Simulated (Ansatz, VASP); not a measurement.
**Cross-check of NaMgF3 between VASP and Ansatz**

Aim: how closely do two programs agree when they are given the same cell, functional and k mesh? The cell is taken from a series of runs on this material, whose earlier steps may have relaxed, scaled, displaced or heated it; both programs get it as it stands.

Program: Ansatz 0.2.0. Level of theory: plane waves, with VASP 6.6.1 beside it; dielectric response at LDA. Results are calculated unless marked as measured.

## Step 1: The starting structure

It takes space group Pm-3m (No. 221, cubic). The conventional cell has a = 3.951 Å, b = 3.951 Å, c = 3.951 Å, α = 90.00°, β = 90.00°, γ = 90.00°. Nearest to Na lie 12 F at 2.79 Å. Mg has 6 F at 1.98 Å nearest. Nearest to F lie 2 Mg at 1.98 Å and 4 Na at 2.79 Å. Farther neighbours and most contacts between anions are not listed.

## Step 2: VASP: dielectric response, LDA

The response to a field tests empty states and converges slowly with the mesh.

Lines of VASP's logs that name or quote its potential files are left out, and so is its time.

INCAR

```
SYSTEM = NaMgF3
PREC = Accurate
ENCUT = 520
EDIFF = 1E-08
NELM = 120
ISMEAR = 0
SIGMA = 0.01
LREAL = .FALSE.
ALGO = Normal
GGA = CA
NBANDS = 21
LORBIT = 11
LWAVE = .FALSE.
LCHARG = .FALSE.
ISIF = 2
LEPSILON = .TRUE.
LASPH = .TRUE.
GGA_COMPAT = .FALSE.
KPAR = 2
```

POSCAR

```
NaMgF3
1.0
    3.9508390000      0.0000000000      0.0000000000
    0.0000000000      3.9508390000      0.0000000000
    0.0000000000      0.0000000000      3.9508390000
Na Mg F
1 1 3
Direct
    0.0000000000      0.0000000000      0.0000000000
    0.5000000000      0.5000000000      0.5000000000
    0.5000000000      0.5000000000      0.0000000000
    0.5000000000      0.0000000000      0.5000000000
    0.0000000000      0.5000000000      0.5000000000
```

KPOINTS

```
Automatic mesh
0
Gamma
6 6 6
0 0 0
```

Potentials, in the order of the species: Na_pv, Mg and F (LDA family, release 64).

On the command line:

```console
mpirun -np 2 vasp_std
```

Numbers of over 12 decimals in the logs are rounded to 6 here.

What it wrote:

```text
[banner, memory and clock lines left out]
running    2 mpi-ranks, on    1 nodes
 distrk:  each k-point on    1 cores,    2 groups
 distr:  one band on    1 cores,    1 groups

 POSCAR found type information on POSCAR NaMgF
 POSCAR found :  3 types and       5 ions
 LDA part: xc-table for (Slater(with rela. corr.)+CA(PZ))
 , standard interpolation
 POSCAR, INCAR and KPOINTS ok, starting setup
 FFT: planning ... GRIDC
 FFT: planning ... GRID_SOFT
 FFT: planning ... GRID
 WAVECAR not read
 entering main loop
       N       E                     dE             d eps       ncg     rms          rms(c)
DAV:   1     0.279655127013E+03    0.27966E+03   -0.16161E+04   848   0.153E+03
DAV:   2    -0.790596608111E+01   -0.28756E+03   -0.26876E+03  1008   0.409E+02
DAV:   3    -0.284681274343E+02   -0.20562E+02   -0.20479E+02   970   0.113E+02
DAV:   4    -0.287737773288E+02   -0.30565E+00   -0.30548E+00   998   0.151E+01
DAV:   5    -0.287787487594E+02   -0.49714E-02   -0.49713E-02   952   0.189E+00    0.829E+00
DAV:   6    -0.267271944935E+02    0.20516E+01   -0.75309E+00  1025   0.192E+01    0.266E+00
DAV:   7    -0.266506889334E+02    0.76506E-01   -0.98990E-02   888   0.318E+00    0.157E+00
DAV:   8    -0.266007435479E+02    0.49945E-01   -0.50376E-02  1132   0.686E+00    0.239E-01
DAV:   9    -0.266009975522E+02   -0.25400E-03   -0.13018E-02  1041   0.991E-01    0.195E-01
DAV:  10    -0.266003119542E+02    0.68560E-03   -0.29342E-03   970   0.427E-01    0.192E-02
DAV:  11    -0.266003112972E+02    0.65704E-06   -0.48240E-05   965   0.120E-01    0.151E-02
DAV:  12    -0.266003063960E+02    0.49011E-05   -0.25443E-05  1002   0.420E-02    0.264E-03
DAV:  13    -0.266003063781E+02    0.17900E-07   -0.85142E-07   952   0.892E-03    0.108E-03
DAV:  14    -0.266003063670E+02    0.11118E-07   -0.11436E-07   985   0.267E-03    0.161E-04
DAV:  15    -0.266003063670E+02   -0.45475E-12   -0.36394E-09   535   0.607E-04
   1 F= -.26600306E+02 E0= -.26600306E+02  d E =-.227347E-30
 Linear response reoptimize wavefunctions to high precision
DAV:   1    -0.266003063669E+02    0.97316E-10   -0.45056E-10   540   0.284E-04
 Linear response G [H, r] |phi>, progress :
  Direction:   1
       N       E                     dE             d eps       ncg     rms
RMM:   1    -0.964753259024E+02   -0.96475E+02   -0.13590E+02  1693   0.113E+02
RMM:   2    -0.963585462369E+02    0.11678E+00   -0.43275E+00  1476   0.177E+01
RMM:   3    -0.963797861157E+02   -0.21240E-01   -0.19215E-01  1610   0.321E+00
RMM:   4    -0.963808921831E+02   -0.11061E-02   -0.60802E-03  1639   0.469E-01
RMM:   5    -0.963809478577E+02   -0.55675E-04   -0.18475E-04  1631   0.842E-02
RMM:   6    -0.963809495901E+02   -0.17324E-05   -0.80728E-06  1667   0.161E-02
RMM:   7    -0.963809496714E+02   -0.81352E-07   -0.26160E-06  1638   0.305E-03
RMM:   8    -0.963809497308E+02   -0.59393E-07   -0.31434E-06  1536   0.639E-04
RMM:   9    -0.963809497656E+02   -0.34730E-07   -0.87599E-06  1234   0.245E-04
RMM:  10    -0.963809496265E+02    0.13910E-06    0.11867E-05   929   0.172E-04
RMM:  11    -0.963809496171E+02    0.93677E-08   -0.61837E-06   871   0.168E-04
RMM:  12    -0.963809496352E+02   -0.18058E-07   -0.17482E-06   845   0.169E-04
RMM:  13    -0.963809496151E+02    0.20064E-07   -0.18783E-05   820   0.167E-04
 Linear response G [H, r] |phi>, progress :
  Direction:   2
       N       E                     dE             d eps       ncg     rms
RMM:   1    -0.997624061212E+02   -0.99762E+02   -0.17353E+02  1707   0.115E+02
RMM:   2    -0.999462022322E+02   -0.18380E+00   -0.46726E+00  1494   0.189E+01
RMM:   3    -0.999782363237E+02   -0.32034E-01   -0.24280E-01  1648   0.350E+00
RMM:   4    -0.999800591384E+02   -0.18228E-02   -0.12519E-02  1662   0.620E-01
RMM:   5    -0.999801586186E+02   -0.99480E-04   -0.36764E-04  1657   0.110E-01
RMM:   6    -0.999801625193E+02   -0.39006E-05   -0.75517E-06  1689   0.202E-02
RMM:   7    -0.999801627593E+02   -0.24009E-06    0.32132E-06  1670   0.371E-03
RMM:   8    -0.999801626538E+02    0.10553E-06    0.43896E-06  1605   0.804E-04
RMM:   9    -0.999801626120E+02    0.41816E-07    0.64278E-06  1311   0.267E-04
RMM:  10    -0.999801621778E+02    0.43416E-06    0.71776E-06   977   0.168E-04
RMM:  11    -0.999801621755E+02    0.22900E-08   -0.61281E-07   896   0.158E-04
RMM:  12    -0.999801621663E+02    0.92508E-08    0.85556E-06   879   0.159E-04
RMM:  13    -0.999801621793E+02   -0.13022E-07   -0.42320E-06   847   0.159E-04
 Linear response G [H, r] |phi>, progress :
  Direction:   3
       N       E                     dE             d eps       ncg     rms
RMM:   1    -0.102378093468E+03   -0.10238E+03   -0.18575E+02  1622   0.114E+02
RMM:   2    -0.101217410945E+03    0.11607E+01   -0.47804E+00  1459   0.184E+01
RMM:   3    -0.101258067000E+03   -0.40656E-01   -0.31543E-01  1608   0.364E+00
RMM:   4    -0.101260452671E+03   -0.23857E-02   -0.15603E-02  1616   0.722E-01
RMM:   5    -0.101260592162E+03   -0.13949E-03   -0.49728E-04  1615   0.125E-01
RMM:   6    -0.101260597597E+03   -0.54349E-05   -0.16153E-05  1637   0.235E-02
RMM:   7    -0.101260597571E+03    0.25100E-07    0.41435E-06  1602   0.395E-03
RMM:   8    -0.101260597579E+03   -0.79727E-08    0.41817E-06  1522   0.870E-04
RMM:   9    -0.101260597492E+03    0.87135E-07   -0.21452E-07  1243   0.268E-04
RMM:  10    -0.101260597595E+03   -0.10266E-06   -0.16986E-07   968   0.146E-04
RMM:  11    -0.101260597584E+03    0.10896E-07    0.94809E-06   881   0.134E-04
RMM:  12    -0.101260597580E+03    0.43625E-08    0.14976E-06   857   0.134E-04
RMM:  13    -0.101260597573E+03    0.68915E-08    0.16123E-06   832   0.136E-04
 Linear response to external field (no local field effect), progress :
  Direction:   1
       N       E                     dE             d eps       ncg     rms          rms(c)
RMM:   1    -0.142581884935E+00   -0.14258E+00   -0.31836E-01  1405   0.317E+00
RMM:   2    -0.145083123100E+00   -0.25012E-02   -0.44574E-03  1494   0.455E-01
RMM:   3    -0.145099366916E+00   -0.16244E-04   -0.16114E-04  1577   0.880E-02
RMM:   4    -0.145100518450E+00   -0.11515E-05   -0.65596E-06  1660   0.157E-02
RMM:   5    -0.145100604361E+00   -0.85911E-07   -0.18001E-07  1605   0.250E-03
RMM:   6    -0.145100606427E+00   -0.20665E-08   -0.70834E-09  1497   0.477E-04
 change of polarisation eV/A/(eV/A) component  1 :     0.290    -0.028    -0.014
 dielectric tensor                  component  1 :     1.852    -0.082    -0.040
 Linear response to external field (no local field effect), progress :
  Direction:   2
       N       E                     dE             d eps       ncg     rms          rms(c)
RMM:   1    -0.171917676819E+00   -0.17192E+00   -0.40351E-01  1356   0.347E+00
RMM:   2    -0.178117655684E+00   -0.62000E-02   -0.59537E-03  1498   0.500E-01
RMM:   3    -0.178143634569E+00   -0.25979E-04   -0.21067E-04  1602   0.992E-02
RMM:   4    -0.178145246826E+00   -0.16123E-05   -0.86947E-06  1674   0.171E-02
RMM:   5    -0.178145353003E+00   -0.10618E-06   -0.25022E-07  1635   0.287E-03
RMM:   6    -0.178145356340E+00   -0.33369E-08   -0.98868E-09  1567   0.559E-04
 change of polarisation eV/A/(eV/A) component  2 :    -0.028     0.356    -0.022
 dielectric tensor                  component  2 :    -0.082     2.045    -0.064
 Linear response to external field (no local field effect), progress :
  Direction:   3
       N       E                     dE             d eps       ncg     rms          rms(c)
RMM:   1    -0.177879859539E+00   -0.17788E+00   -0.38503E-01  1303   0.357E+00
RMM:   2    -0.187231437552E+00   -0.93516E-02   -0.71179E-03  1498   0.502E-01
RMM:   3    -0.187261415471E+00   -0.29978E-04   -0.24556E-04  1565   0.948E-02
RMM:   4    -0.187263426155E+00   -0.20107E-05   -0.12161E-05  1616   0.171E-02
RMM:   5    -0.187263575385E+00   -0.14923E-06   -0.31973E-07  1527   0.286E-03
RMM:   6    -0.187263579034E+00   -0.36486E-08   -0.12354E-08  1421   0.541E-04
 change of polarisation eV/A/(eV/A) component  3 :    -0.014    -0.022     0.375
 dielectric tensor                  component  3 :    -0.040    -0.064     2.099
 Linear response to external field, progress :
  Direction:   1
       N       E                     dE             d eps       ncg     rms          rms(c)
RMM:   1    -0.164100901514E+00   -0.16410E+00   -0.36871E-01  2730   0.340E+00
RMM:   2    -0.170143838492E+00   -0.60429E-02   -0.58456E-03  2999   0.483E-01    0.629E-01
RMM:   3    -0.165390528744E+00    0.47533E-02   -0.31826E-03  2877   0.371E-01    0.366E-01
RMM:   4    -0.171136684055E+00   -0.57462E-02   -0.56199E-03  2967   0.503E-01    0.365E-02
RMM:   5    -0.172196693348E+00   -0.10600E-02   -0.14570E-04  3099   0.899E-02    0.620E-03
RMM:   6    -0.172114230867E+00    0.82462E-04   -0.41615E-06  3139   0.163E-02    0.148E-03
RMM:   7    -0.172111269683E+00    0.29612E-05   -0.23548E-07  3161   0.386E-03    0.400E-04
RMM:   8    -0.172116618551E+00   -0.53489E-05   -0.16704E-08  3199   0.929E-04    0.102E-04
RMM:   9    -0.172113390491E+00    0.32281E-05   -0.14775E-09  3004   0.276E-04    0.136E-05
RMM:  10    -0.172113604444E+00   -0.21395E-06    0.18173E-11  1895   0.652E-05    0.460E-06
 change of polarisation eV/A/(eV/A) component  1 :     0.321    -0.022    -0.020
 dielectric tensor                  component  1 :     1.943    -0.065    -0.057
 Linear response to external field, progress :
  Direction:   2
       N       E                     dE             d eps       ncg     rms          rms(c)
RMM:   1    -0.164105580930E+00   -0.16411E+00   -0.36876E-01  2731   0.340E+00
RMM:   2    -0.170143671231E+00   -0.60381E-02   -0.58549E-03  2997   0.483E-01    0.629E-01
RMM:   3    -0.165390373199E+00    0.47533E-02   -0.31889E-03  2872   0.371E-01    0.366E-01
RMM:   4    -0.171135518047E+00   -0.57451E-02   -0.56134E-03  2962   0.503E-01    0.365E-02
RMM:   5    -0.172196527962E+00   -0.10610E-02   -0.14628E-04  3101   0.899E-02    0.634E-03
RMM:   6    -0.172113715120E+00    0.82813E-04   -0.41960E-06  3132   0.164E-02    0.148E-03
RMM:   7    -0.172111449347E+00    0.22658E-05   -0.23608E-07  3161   0.386E-03    0.394E-04
RMM:   8    -0.172116580515E+00   -0.51312E-05   -0.15941E-08  3197   0.918E-04    0.102E-04
RMM:   9    -0.172113419812E+00    0.31607E-05   -0.10197E-09  3008   0.273E-04    0.136E-05
RMM:  10    -0.172113596971E+00   -0.17716E-06    0.12739E-10  1881   0.641E-05    0.461E-06
 change of polarisation eV/A/(eV/A) component  2 :    -0.022     0.321    -0.020
 dielectric tensor                  component  2 :    -0.065     1.943    -0.057
 Linear response to external field, progress :
  Direction:   3
       N       E                     dE             d eps       ncg     rms          rms(c)
RMM:   1    -0.164172942502E+00   -0.16417E+00   -0.36943E-01  2729   0.340E+00
RMM:   2    -0.170144093762E+00   -0.59712E-02   -0.58284E-03  2999   0.482E-01    0.629E-01
RMM:   3    -0.165390275166E+00    0.47538E-02   -0.31931E-03  2868   0.371E-01    0.366E-01
RMM:   4    -0.171133828435E+00   -0.57436E-02   -0.56032E-03  2957   0.503E-01    0.364E-02
RMM:   5    -0.172195593949E+00   -0.10618E-02   -0.14485E-04  3092   0.896E-02    0.642E-03
RMM:   6    -0.172113153805E+00    0.82440E-04   -0.41722E-06  3123   0.163E-02    0.148E-03
RMM:   7    -0.172111549659E+00    0.16041E-05   -0.23290E-07  3154   0.383E-03    0.392E-04
RMM:   8    -0.172116618003E+00   -0.50683E-05   -0.15723E-08  3188   0.912E-04    0.102E-04
RMM:   9    -0.172113418931E+00    0.31991E-05   -0.11202E-09  3006   0.273E-04    0.136E-05
RMM:  10    -0.172113599263E+00   -0.18033E-06    0.17553E-10  1863   0.638E-05    0.466E-06
 change of polarisation eV/A/(eV/A) component  3 :    -0.017    -0.025     0.321
 dielectric tensor                  component  3 :    -0.049    -0.073     1.943
 Born effective charges drift removed
```

OUTCAR, selected parts (step 2):

```text
ion  position               nearest neighbor table
   1  0.000  0.000  0.000-
   2  0.500  0.500  0.500-   3 1.98   4 1.98   5 1.98   3 1.98   4 1.98   5 1.98
   3  0.500  0.500  0.000-   2 1.98   2 1.98
   4  0.500  0.000  0.500-   2 1.98   2 1.98
   5  0.000  0.500  0.500-   2 1.98   2 1.98

  LATTYP: Found a simple cubic cell.
 ALAT       =     3.9508390000

 Subroutine GETGRP returns: Found 48 space group operations
 (whereof 48 operations were pure point group operations)

The static configuration has the point symmetry O_h .

 Found     20 irreducible k-points:

   k-points           NKPTS =     20   k-points in BZ     NKDIM =     20   number of bands    NBANDS=     21

   dimension x,y,z NGX =    30 NGY =   30 NGZ =   30
   dimension x,y,z NGXF=    60 NGYF=   60 NGZF=   60

   ENCUT  =  520.0 eV  38.22 Ry    6.18 a.u.   7.35  7.35  7.35*2*pi/ulx,y,z

   NELECT =      30.0000    total number of electrons

 k-points in reciprocal lattice and weights: Automatic mesh
   0.00000000  0.00000000  0.00000000       0.005
   0.16666667  0.00000000  0.00000000       0.028
   0.33333333  0.00000000  0.00000000       0.028
   0.50000000  0.00000000  0.00000000       0.014
   0.16666667  0.16666667  0.00000000       0.056
   0.33333333  0.16666667  0.00000000       0.111
   0.50000000  0.16666667  0.00000000       0.056
   0.33333333  0.33333333  0.00000000       0.056
   0.50000000  0.33333333  0.00000000       0.056
[...]
0.50000000  0.50000000  0.33333333       0.028
   0.50000000  0.50000000  0.50000000       0.005

 average (electrostatic) potential at core
       1 -46.5190       2 -38.3822       3 -77.6423       4 -77.6423       5 -77.6423

  Total       -2.8524186     -2.8524186     -2.8524186      0.0000000      0.0000000      0.0000000
  in kB      -74.1064220    -74.1064220    -74.1064220      0.0000000      0.0000000      0.0000000
  external PRESSURE =     -74.1064220 kB  Pullay stress =       0.0000000 kB

  energy-cutoff  :      520.00
  volume of cell :       61.67
      direct lattice vectors                 reciprocal lattice vectors
     3.950839000  0.000000000  0.000000000     0.253110795  0.000000000  0.000000000
     0.000000000  3.950839000  0.000000000     0.000000000  0.253110795  0.000000000
     0.000000000  0.000000000  3.950839000     0.000000000  0.000000000  0.253110795

 POSITION                                       TOTAL-FORCE (eV/Angst)
 -----------------------------------------------------------------------------------
      0.00000      0.00000      0.00000         0.000000      0.000000      0.000000
      1.97542      1.97542      1.97542         0.000000      0.000000      0.000000
      1.97542      1.97542      0.00000         0.000000      0.000000      0.000000
      1.97542      0.00000      1.97542         0.000000      0.000000      0.000000
      0.00000      1.97542      1.97542         0.000000      0.000000      0.000000
 -----------------------------------------------------------------------------------
    total drift:                                0.000000      0.000000     -0.000000

 MACROSCOPIC STATIC DIELECTRIC TENSOR (including local field effects in DFT)
 ------------------------------------------------------
           1.942634     0.000000     0.000000
           0.000000     1.942634     0.000000
          -0.000000    -0.000000     1.942634
 ------------------------------------------------------

 PIEZOELECTRIC TENSOR (including local field effects)  for field in x, y, z        (C/m^2)
          XX          YY          ZZ          XY          YZ          ZX
  --------------------------------------------------------------------------------
  x     0.00000     0.00000     0.00000     0.00000     0.00000     0.00000
  y     0.00000     0.00000     0.00000     0.00000     0.00000     0.00000
  z     0.00000     0.00000     0.00000     0.00000     0.00000     0.00000

 BORN EFFECTIVE CHARGES (including local field effects) (in |e|, cummulative output)
 ---------------------------------------------------------------------------------
 ion    1
    1     1.14326    -0.00000     0.00000
    2     0.00000     1.14326    -0.00000
    3     0.00000     0.00000     1.14326
 ion    2
    1     1.92025    -0.00000     0.00000
    2    -0.00000     1.92025     0.00000
    3    -0.00000     0.00000     1.92025
 ion    3
    1    -0.89480     0.00000    -0.00000
    2     0.00000    -0.89480    -0.00000
    3     0.00000    -0.00000    -1.27393
 ion    4
    1    -0.89480     0.00000    -0.00000
    2     0.00000    -1.27393     0.00000
    3     0.00000    -0.00000    -0.89480
 ion    5
    1    -1.27393     0.00000     0.00000
    2    -0.00000    -0.89480     0.00000
    3     0.00000    -0.00000    -0.89480
```

[end of part 1 of 2]

[Lines on the potential files, build, host, timing and source positions are cut from VASP's logs without a mark.]

[Logs are printed without paths, hosts, clocks, repeated set-up lines and the standing remarks that a program may print on its own settings, such as how far it seeks lower states.]

[Hosts, paths, dates, database ids (printed as entryN), source tags and the programs' standing remarks are cut or masked in the printed files.]
